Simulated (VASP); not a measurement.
# Ag4Sb3 (P1) in VASP: single point with LDA

Aim: the single point of Ag4Sb3 with LDA.

All numbers are computed with VASP 6.6.1; they aren't measurements. Logs are shortened: lines on timing, memory, paths and dates and some standing lists are left out, and cuts for length are marked.

### 1 The crystal as given

The typed cell holds 14 atoms: a = 7.597 Å, b = 7.568 Å, c = 7.531 Å, α = 109.39°, β = 110.63°, γ = 108.54°.

The cell was built by a generator and needn't be a form met in nature.

### 2 Single point, LDA

File INCAR:

```
SYSTEM = Ag4Sb3
ALGO     = Fast           ! electronic algorithm
EDIFF    = 1E-6           ! SCF threshold, eV
ENCUT    = 520            ! plane-wave cutoff, eV
ISIF     = 2              ! what is computed and relaxed
ISMEAR   = -1             ! smearing method
LASPH    = .TRUE.         ! aspherical terms in the spheres
LCHARG   = .FALSE.        ! write CHGCAR
LREAL    = .FALSE.        ! projectors in reciprocal space
LWAVE    = .FALSE.        ! write WAVECAR
NBANDS   = 72             ! bands
NELM     = 100            ! most SCF steps
PREC     = Accurate       ! precision mode
SIGMA    = 0.1            ! smearing width, eV
```

File KPOINTS:

```
Automatic mesh
0
Gamma
  3 3 3
  0.5 0 0.5
```

File POSCAR:

```
Ag4Sb3
1.0
   -4.3841892000      4.3326950200      4.4401172200
    4.3791317700     -4.3129083000      4.4152720700
    4.3465124100      4.2752315100     -4.4203305000
Ag Sb
8 6
Direct
    0.1609830000      0.1581100000      0.1667010000
    0.8698550000      0.5032550000      0.0138580000
    0.4954650000      0.9887690000      0.3521000000
    0.0129180000      0.8549400000      0.4994810000
    0.3431950000      0.5034570000      0.0107610000
    0.6387160000      0.6464360000      0.6785820000
    0.0163570000      0.3555000000      0.5111970000
    0.5075180000      0.0026770000      0.8703450000
    0.2187350000      0.5966660000      0.3619200000
    0.3447590000      0.2203400000      0.5805700000
    0.7590410000      0.8841990000      0.1252040000
    0.1026330000      0.7488940000      0.8422480000
    0.6425310000      0.3686350000      0.2679230000
    0.8670410000      0.1111520000      0.7372670000
```

Potentials or basis: VASP PAW LDA potentials, release 64 (Ag, Sb).

The run is started by

```
> cat potpaw_LDA.64/Ag/POTCAR potpaw_LDA.64/Sb/POTCAR > POTCAR
> mpirun -np 1 vasp_std > vasp.out
```

OUTCAR:

```text
SYSTEM = Ag4Sb3
   EDIFF = 1E-6
   ENCUT = 520
   ISIF = 2
   ISMEAR = -1
   LASPH = .TRUE.
   LREAL = .FALSE.
   NELM = 100
   PREC = Accurate

 ion  position               nearest neighbor table
   1  0.161  0.158  0.167-  10 2.72  11 2.93   9 2.96  12 3.02  14 3.04  13 3.17   7 3.26   3 3.29
                             5 3.32
   2  0.870  0.503  0.014-   9 2.66  14 2.99  12 3.06  11 3.19  13 3.19   6 3.25   4 3.25   8 3.41
                            10 3.45   5 3.60
   3  0.495  0.989  0.352-  10 2.83  14 2.83   9 3.09  13 3.10  11 3.17   5 3.22  12 3.29   1 3.29
                             7 3.50
   4  0.013  0.855  0.499-  10 2.78  12 2.87  11 2.93  14 2.94   9 3.01  13 3.19   2 3.25   8 3.32
[... 11 lines left out ...]
  10  0.345  0.220  0.581-   1 2.72   4 2.78   3 2.83   7 2.93   6 2.93   5 3.24   8 3.28   2 3.45
                            11 3.78
  11  0.759  0.884  0.125-   8 2.79   6 2.86   4 2.93   1 2.93   5 3.11   7 3.11   3 3.17   2 3.19
                            10 3.78
  12  0.103  0.749  0.842-   7 2.86   4 2.87   8 2.95   1 3.02   6 3.02   2 3.06   5 3.24   3 3.29
                            13 3.73
  13  0.643  0.369  0.268-   7 2.84   8 2.87   3 3.10   5 3.11   6 3.13   1 3.17   2 3.19   4 3.19
                            12 3.73
  14  0.867  0.111  0.737-   3 2.83   4 2.94   2 2.99   1 3.04   7 3.12   5 3.16   6 3.18   8 3.19

  LATTYP: Found a triclinic cell.
 ALAT       =     7.5475267081
 B/A-ratio  =     1.6169131432
 C/A-ratio  =     1.0026948701
 COS(alpha) =     0.0124310604
 COS(beta)  =     0.3513697670
 COS(gamma) =     0.8098465913

  Lattice vectors:

 A1 = (  -4.3414549800,  -4.2950182300,  -4.4350587900)
 A2 = (  -8.6879673900,  -8.5702497400,  -0.0147282900)
 A3 = (  -4.3791317700,   4.3129083000,  -4.4152720700)

Analysis of symmetry for initial positions (statically):
=====================================================================
 Subroutine PRICEL returns:
 Original cell was already a primitive cell.

 Routine SETGRP: Setting up the symmetry group for a
 triclinic supercell.

 Subroutine GETGRP returns: Found  1 space group operations
 (whereof  1 operations were pure point group operations)
 out of a pool of  2 trial point group operations.

The static configuration has the point symmetry C_1 .

Analysis of symmetry for dynamics (positions and initial velocities):
=====================================================================
 Subroutine PRICEL returns:
 Original cell was already a primitive cell.

 Routine SETGRP: Setting up the symmetry group for a
 triclinic supercell.

 Subroutine GETGRP returns: Found  1 space group operations
 (whereof  1 operations were pure point group operations)
 out of a pool of  2 trial point group operations.

The dynamic configuration has the point symmetry C_1 .

 Subroutine INISYM returns: Found  1 space group operations
 (whereof  1 operations are pure point group operations),
 and found     1 'primitive' translations

----------------------------------------------------------------------------------------

                                     Primitive cell

  volume of cell :     332.5547

  direct lattice vectors                    reciprocal lattice vectors
    -4.384189200  4.332695020  4.440117220     0.000565831  0.115915489  0.112666902
     4.379131770 -4.312908300  4.415272070     0.114671268  0.000242188  0.112990532
     4.346512410  4.275231510 -4.420330500     0.115108407  0.116676272 -0.000194965

  length of vectors
     7.596578309  7.567866312  7.530544225     0.161649471  0.160985772  0.163900383

  position of ions in fractional coordinates (direct lattice)
     0.160983000  0.158110000  0.166701000
     0.869855000  0.503255000  0.013858000
     0.495465000  0.988769000  0.352100000
     0.012918000  0.854940000  0.499481000
     0.343195000  0.503457000  0.010761000
     0.638716000  0.646436000  0.678582000
     0.016357000  0.355500000  0.511197000
     0.507518000  0.002677000  0.870345000
     0.218735000  0.596666000  0.361920000
     0.344759000  0.220340000  0.580570000
     0.759041000  0.884199000  0.125204000
     0.102633000  0.748894000  0.842248000
     0.642531000  0.368635000  0.267923000
     0.867041000  0.111152000  0.737267000

  ion indices of the primitive-cell ions
   primitive index   ion index
[... 26 lines left out ...]
     0.000188610  0.038638496  0.037555634     0.333333333 -0.000000000  0.000000000
     0.038223756  0.000080729  0.037663511    -0.000000000  0.333333333  0.000000000
     0.038369469  0.038892091 -0.000064988    -0.000000000  0.000000000  0.333333333

  Length of vectors
     0.053883157  0.053661924  0.054633461

  Shift w.r.t. Gamma in fractional coordinates (k-lattice)
     0.500000000  0.000000000  0.500000000

 Subroutine IBZKPT returns following result:
 ===========================================

 Found     14 irreducible k-points:

 Following reciprocal coordinates:
            Coordinates               Weight
  0.166667  0.000000  0.166667      2.000000
  0.500000 -0.000000  0.166667      2.000000
 -0.166667  0.000000  0.166667      2.000000
  0.166667  0.333333  0.166667      2.000000
  0.500000  0.333333  0.166667      2.000000
 -0.166667  0.333333  0.166667      2.000000
  0.166667 -0.333333  0.166667      2.000000
  0.500000 -0.333333  0.166667      2.000000
 -0.166667 -0.333333  0.166667      2.000000
  0.166667  0.000000  0.500000      2.000000
  0.500000 -0.000000  0.500000      1.000000
  0.166667  0.333333  0.500000      2.000000
  0.500000  0.333333  0.500000      2.000000
 -0.166667  0.333333  0.500000      2.000000
   k-points           NKPTS =     14   k-points in BZ     NKDIM =     14   number of bands    NBANDS=     72
   number of dos      NEDOS =    301   number of ions     NIONS =     14
   total plane-waves  NPLWV = 175616
   dimension x,y,z NGX =    56 NGY =   56 NGZ =   56
   dimension x,y,z NGXF=   112 NGYF=  112 NGZF=  112
   ions per type =               8   6
   NGX,Y,Z   is equivalent  to a cutoff of  12.26, 12.30, 12.36 a.u.
   NGXF,Y,Z  is equivalent  to a cutoff of  24.51, 24.60, 24.73 a.u.
 SYSTEM =  Ag4Sb3
   PREC   = accura    normal or accurate (medium, high low for compatibility)
   ISTART =      0    job   : 0-new  1-cont  2-samecut
   ICHARG =      2    charge: 1-file 2-atom 10-const
   ISPIN  =      1    spin polarized calculation?
   LNONCOLLINEAR =      F non collinear calculations
   LSORBIT =      F    spin-orbit coupling
   LASPH  =      T    aspherical Exc in radial PAW
   ENCUT  =  520.0 eV  38.22 Ry    6.18 a.u.  14.12 14.07 14.00*2*pi/ulx,y,z
   NELM   =    100;   NELMIN=  2; NELMDL= -5     # of ELM steps
   EDIFF  = 0.1E-05   stopping-criterion for ELM
   LREAL  =      F    real-space projection
[... 7 lines left out ...]
   TEBEG  =    0.0;   TEEND  =   0.0 temperature during run
   PSTRESS=    0.0 pullay stress
   NELECT =     118.0000    total number of electrons
   NUPDOWN=      -1.0000    fix difference up-down
   EMIN   =  10.00;   EMAX   =-10.00  energy-range for DOS
   EFERMI =   0.00;   METHOD = LEGACY
   ISMEAR =    -1;   SIGMA  =   0.10  broadening in eV -4-tet -1-fermi 0-gaus
   EFERMI_NEDOS =   21; number of points for ismear=-14 and -15
   IALGO  =     68    algorithm
   IMIX   =      4    mixing-type and parameters
     AMIX     =   0.40;   BMIX     =  1.00
     AMIX_MAG =   1.60;   BMIX_MAG =  1.00
  volume/ion in A,a.u.               =      23.75       160.30
  Fermi-wavevector in a.u.,A,eV,Ry     =   1.158994  2.190181 18.276253  1.343267
  Thomas-Fermi vector in A             =   2.295591
   LORBIT       =      0    0 simple, 1 ext, 2 COOP (PROOUT), +10 PAW based schemes
   GGA     = CA    functional components
   LHFCALC =     F    Hartree Fock is set to
   AEXX    =    0.0000 exact exchange contribution
   IVDW    =     0    specifies the selected vdW correction
   LEPSILON=     F    determine dielectric tensor
   LRPA    =     F    only Hartree local field effects (RPA)
 non-spin polarized calculation
 RMM-DIIS sequential band-by-band and
  energy-cutoff  :      520.00
  volume of cell :      332.55
 maximum number of plane-waves:      8972
   NGX = 29   NGY = 29   NGZ = 27

 number of electron     117.9999996 magnetization

 Free energy of the ion-electron system (eV)
  ---------------------------------------------------
  ext. energy  EPLUGINS =         0.00000000
  ---------------------------------------------------
  free energy    TOTEN  =       -54.94820594 eV

  energy without entropy =      -54.71201890  energy(sigma->0) =      -54.83011242

 E-fermi :   6.9830     XC(G=0): -10.7827

 val. band max:        6.9668123217   @ k =   0.1667   0.3333   0.1667
 cond. band min:       6.9845226103   @ k =   0.1667  -0.3333   0.1667
 fundamental gap:      0.0177102885
 Fermi energy:         6.9829648345

 k-point     1 :       0.1667    0.0000    0.1667
  band No.  band energies     occupation
      1      -3.8066      2.00000
      2      -2.7430      2.00000
      3      -2.6621      2.00000
      4      -2.5162      2.00000
      5      -2.3324      2.00000
      6      -2.1731      2.00000
[... 1025 lines left out ...]
     70      10.7128      0.00000
     71      10.8612      0.00000
 [bands above 71 left out]

------------------------ aborting loop because EDIFF is reached ----------------------------------------

  FORCE on cell =-STRESS in cart. coord.  units (eV):
  Direction    XX          YY          ZZ          XY          YZ          ZX
  --------------------------------------------------------------------------------------
  -------------------------------------------------------------------------------------
  Total      -15.4420986    -12.2243287    -15.2254353      0.5715203     -0.5605411     -0.5821350
  in kB      -74.3967164    -58.8941917    -73.3528790      2.7534619     -2.7005665     -2.8046016
  external PRESSURE =     -68.8812624 kB  Pullay stress =       0.0000000 kB

 VOLUME and BASIS-vectors are now :
 -----------------------------------------------------------------------------
  energy-cutoff  :      520.00
  volume of cell :      332.55
      direct lattice vectors                 reciprocal lattice vectors
    -4.384189200  4.332695020  4.440117220     0.000565831  0.115915489  0.112666902
     4.379131770 -4.312908300  4.415272070     0.114671268  0.000242188  0.112990532
     4.346512410  4.275231510 -4.420330500     0.115108407  0.116676272 -0.000194965

 POSITION                                       TOTAL-FORCE (eV/Angst)
 -----------------------------------------------------------------------------------
      0.71117      0.72826      0.67601        -0.202941     -0.224245      0.394442
     -1.54955      1.65757      6.02301         0.090159     -0.831306     -0.280160
      3.68814     -0.61246      5.00921        -0.425561     -0.322247      0.128435
      5.85826     -1.49591      1.62428        -0.291842      0.051684     -0.284464
      0.74685     -0.63840      3.69916         0.168908     -0.184509     -0.119170
      2.98004      2.88044      2.69061         0.069292      0.103296      0.137887
      3.70699      0.72312     -0.61740        -0.130546      0.392061     -0.527467
      1.56963      5.90830     -1.58195        -0.227850     -0.442522      0.236626
      3.22699     -0.07836      2.00585         0.029562      0.453100      0.657857
      1.97686      3.02550     -0.06268         0.445439      0.653482      0.132498
      1.08845      0.01050      6.72077         0.034070      0.177165     -0.448155
      6.49038      0.81557      0.03926         0.161386      0.231203     -0.143528
     -0.03815      2.33943      3.29623         0.071770     -0.284434      0.042219
     -0.10998      6.42922      1.08157         0.208155      0.227271      0.072981
 -----------------------------------------------------------------------------------
    total drift:                                0.000300     -0.001037     -0.000034

  FREE ENERGIE OF THE ION-ELECTRON SYSTEM (eV)
  ---------------------------------------------------
  free  energy   TOTEN  =       -54.9482059372 eV

  energy  without entropy=      -54.7120188952  energy(sigma->0) =      -54.83011242
```

It took 5.1 min on 1 thread of AMD EPYC 9R45 (Zen 5), shared host; peak memory 0.43 GiB.

What came out:

- Free energy: -54.9482 eV
- Pressure: -6.9 GPa
- Largest force: 0.882 eV/Å
- Band gap on the k mesh: none (metal or under the smearing width)

Forces in eV/Å, atoms in the order of the input:
```
Ag  -0.203 -0.224  0.394
Ag   0.090 -0.831 -0.280
Ag  -0.426 -0.322  0.128
Ag  -0.292  0.052 -0.284
Ag   0.169 -0.185 -0.119
Ag   0.069  0.103  0.138
Ag  -0.131  0.392 -0.527
Ag  -0.228 -0.443  0.237
Sb   0.030  0.453  0.658
Sb   0.445  0.653  0.132
Sb   0.034  0.177 -0.448
Sb   0.161  0.231 -0.144
Sb   0.072 -0.284  0.042
Sb   0.208  0.227  0.073
```
